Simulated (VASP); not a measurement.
Computed with LDA (Ceperley-Alder, Perdew-Zunger), VASP's LDA PAW potentials (set 64) (plane waves; VASP).

The input files of a VASP run:

**INCAR**
```
SYSTEM = CeO2
PREC = Accurate
ENCUT = 520
EDIFF = 1E-7
NELM = 100
ALGO = Normal
LREAL = .FALSE.
LASPH = .TRUE.
ISMEAR = 0
SIGMA = 0.01
LMAXMIX = 6
LWAVE = .FALSE.
LCHARG = .FALSE.
LOPTICS = .TRUE.
NBANDS = 48
NEDOS = 1001
CSHIFT = 0.1
```

**POSCAR**
```
CeO2
1
    0.0000000000     2.6809034849     2.6809034849
    2.6809034849     0.0000000000     2.6809034849
    2.6809034849     2.6809034849     0.0000000000
Ce O
1 2
Direct
  0.0000000000   0.0000000000   0.0000000000
  0.2500000000   0.2500000000   0.2500000000
  0.7500000000   0.7500000000   0.7500000000
```

File KPOINTS:
```
Automatic mesh
0
Gamma
13 13 13
0 0 0
```

POTCAR, in this order: Ce O (LDA.64 set). Program: vasp_std.

The dielectric response may not be converged in the k-mesh; for small gaps it tends to come out too large.

**Question.** What does the run give for the energy per atom (σ→0)?

**Answer.** 
- energy per atom (σ→0): -928.0 kJ/mol of atoms

**OSZICAR**
```
...
DAV:  23    -0.288539434536E+02    0.10753E-04   -0.78788E-06 10032   0.109E-02    0.161E+00
DAV:  24    -0.288539491570E+02   -0.57034E-05   -0.17745E-06  9680   0.910E-03    0.115E+00
DAV:  25    -0.288539338790E+02    0.15278E-04   -0.26521E-05  9536   0.370E-02    0.559E-01
DAV:  26    -0.288539338737E+02    0.52405E-08   -0.28434E-06 10112   0.117E-02    0.239E-01
DAV:  27    -0.288539334501E+02    0.42365E-06   -0.56696E-07  9024   0.532E-03    0.710E-02
DAV:  28    -0.288539334758E+02   -0.25721E-07   -0.62308E-08  7160   0.117E-03
   1 F= -.28853933E+02 E0= -.28853933E+02  d E =-.254978E-43
 imaginary and real dielectric function
```

The compound is CeO2 in the fluorite structure. It was relaxed first. The run is not spin-polarised, so no magnetic state was tried.
